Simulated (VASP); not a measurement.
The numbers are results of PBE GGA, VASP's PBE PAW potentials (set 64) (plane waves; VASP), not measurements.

A VASP calculation is set up with these files.

### INCAR
```
NSW = 60
EDIFF = 1E-6   ! SCF stop (eV)
LREAL = .False.
LMAXMIX = 6   ! l cut-off of mixed one-centre charges
GGA = PE
NELM = 100   ! most electronic steps
ISIF = 3   ! ions, shape and volume
ISMEAR = 1
LASPH = .True.   ! aspherical one-centre terms
ALGO = Normal   ! blocked Davidson
SYSTEM = Hf
LWAVE = .False.
LCHARG = .False.
ENCUT = 400   ! plane-wave cut-off (eV)
EDIFFG = -0.01
IBRION = 2   ! conjugate gradients
SIGMA = 0.1   ! width (eV)
PREC = Accurate
```

### KPOINTS
```
Automatic mesh
0
Gamma
12 12 7
0 0 0
```

POSCAR:
```
Hf
1
    1.5950000000    -2.7626210000     0.0000000000
    1.5950000000     2.7626210000     0.0000000000
    0.0000000000     0.0000000000     5.0500000000
Hf
2
Direct
  0.3333330000   0.6666670000   0.2500000000
  0.6666670000   0.3333330000   0.7500000000
```

POTCAR, in this order: Hf_pv (PBE.64 set). Program: vasp_std.

The run wrote:

OSZICAR:
```
       N       E                     dE             d eps       ncg     rms          rms(c)
DAV:   1     0.393993315903E+02    0.39399E+02   -0.10281E+04  2176   0.112E+03
DAV:   2    -0.188637705116E+02   -0.58263E+02   -0.57071E+02  2674   0.235E+02
DAV:   3    -0.205401175950E+02   -0.16763E+01   -0.16556E+01  2848   0.280E+01
DAV:   4    -0.205578197256E+02   -0.17702E-01   -0.17667E-01  2518   0.342E+00
DAV:   5    -0.205580840465E+02   -0.26432E-03   -0.26422E-03  2920   0.344E-01    0.657E+01
DAV:   6    -0.200384724849E+02    0.51961E+00   -0.49841E-01  2284   0.546E+00    0.388E+01
DAV:   7    -0.198563381340E+02    0.18213E+00   -0.83605E-01  2310   0.677E+00    0.199E+00
DAV:   8    -0.198467268378E+02    0.96113E-02   -0.55037E-02  2410   0.180E+00    0.213E-01
DAV:   9    -0.198468276517E+02   -0.10081E-03   -0.11371E-03  2950   0.270E-01    0.204E-01
DAV:  10    -0.198468177068E+02    0.99450E-05   -0.75114E-05  2468   0.697E-02    0.340E-01
DAV:  11    -0.198468177618E+02   -0.55014E-07   -0.12235E-05  2704   0.280E-02    0.162E-02
DAV:  12    -0.198468181927E+02   -0.43089E-06   -0.77545E-07  1724   0.740E-03
   1 F= -.19846818E+02 E0= -.19846778E+02  d E =-.198468E+02
       N       E                     dE             d eps       ncg     rms          rms(c)
DAV:   1    -0.198760253685E+02   -0.29208E-01   -0.75117E-01  2128   0.754E+00    0.213E+00
DAV:   2    -0.198538327701E+02    0.22193E-01   -0.45248E-02  2176   0.176E+00    0.544E-01
DAV:   3    -0.198472178565E+02    0.66149E-02   -0.12937E-02  2248   0.856E-01    0.271E-01
DAV:   4    -0.198464225729E+02    0.79528E-03   -0.19162E-03  2524   0.342E-01    0.206E-01
DAV:   5    -0.198463632547E+02    0.59318E-04   -0.15095E-04  2704   0.739E-02    0.390E-02
DAV:   6    -0.198463631698E+02    0.84846E-07   -0.50933E-06  2646   0.160E-02
   2 F= -.19846363E+02 E0= -.19846359E+02  d E =0.455023E-03
       N       E                     dE             d eps       ncg     rms          rms(c)
DAV:   1    -0.198566467743E+02   -0.10284E-01   -0.22052E-01  2134   0.409E+00    0.113E+00
DAV:   2    -0.198501326938E+02    0.65141E-02   -0.13014E-02  2170   0.951E-01    0.295E-01
DAV:   3    -0.198481766779E+02    0.19560E-02   -0.38935E-03  2236   0.474E-01    0.152E-01
DAV:   4    -0.198479570079E+02    0.21967E-03   -0.52848E-04  2536   0.181E-01    0.118E-01
DAV:   5    -0.198479472148E+02    0.97931E-05   -0.45595E-05  2674   0.407E-02    0.211E-02
DAV:   6    -0.198479481284E+02   -0.91361E-06   -0.13053E-06  1886   0.841E-03
   3 F= -.19847948E+02 E0= -.19847927E+02  d E =-.112994E-02
       N       E                     dE             d eps       ncg     rms          rms(c)
DAV:   1    -0.198480252730E+02   -0.78058E-04   -0.39735E-03  2146   0.524E-01    0.568E-02
DAV:   2    -0.198479813509E+02    0.43922E-04   -0.63313E-05  2818   0.627E-02    0.241E-02
DAV:   3    -0.198479679110E+02    0.13440E-04   -0.16015E-05  2854   0.280E-02    0.207E-02
DAV:   4    -0.198479661388E+02    0.17722E-05   -0.48875E-06  2778   0.158E-02    0.947E-03
DAV:   5    -0.198479662259E+02   -0.87062E-07   -0.24182E-07  1238   0.390E-03
   4 F= -.19847966E+02 E0= -.19847955E+02  d E =-.180975E-04
```

OUTCAR:
```
------------------------ aborting loop because EDIFF is reached ----------------------------------------
  FORCE on cell =-STRESS in cart. coord.  units (eV):
  Direction    XX          YY          ZZ          XY          YZ          ZX
  --------------------------------------------------------------------------------------
  Total        0.0025001      0.0025001     -0.0076219     -0.0000000      0.0000000      0.0000000
  in kB        0.0892373      0.0892373     -0.2720519     -0.0000000      0.0000000      0.0000000
  external PRESSURE =      -0.0311925 kB  Pullay stress =       0.0000000 kB
  volume of cell :       44.89
      direct lattice vectors                 reciprocal lattice vectors
     1.600458710 -2.772075763 -0.000000000     0.312410434 -0.180370251 -0.000000000
     1.600458710  2.772075763 -0.000000000     0.312410434  0.180370251 -0.000000000
     0.000000000  0.000000000  5.058713513     0.000000000  0.000000000  0.197678718
 POSITION                                       TOTAL-FORCE (eV/Angst)
 -----------------------------------------------------------------------------------
      1.60046      0.92403      1.26468        -0.000000     -0.000000      0.000000
      1.60046     -0.92403      3.79404         0.000000      0.000000      0.000000
 -----------------------------------------------------------------------------------
    total drift:                               -0.000006      0.000183     -0.000016
  FREE ENERGIE OF THE ION-ELECTRON SYSTEM (eV)
  ---------------------------------------------------
  free  energy   TOTEN  =       -19.8479662259 eV

  energy  without entropy=      -19.8479329512  energy(sigma->0) =      -19.84795513

 reached required accuracy - stopping structural energy minimisation
```
(Selected blocks of OUTCAR.)

**CONTCAR**
```
Hf
   1.00000000000000
     1.6004587100502237   -2.7720757627596728   -0.0000000000000000
     1.6004587100502237    2.7720757627596728   -0.0000000000000000
     0.0000000000000000    0.0000000000000000    5.0587135127639078
  Hf
     2
Direct
     0.3333330000000032    0.6666669999999968    0.2500000000000000
     0.6666669999999968    0.3333330000000032    0.7500000000000000
```

The compound is Hf in the hcp structure. This run relaxes it. Symmetry was kept, so distortions that lower it aren't found.
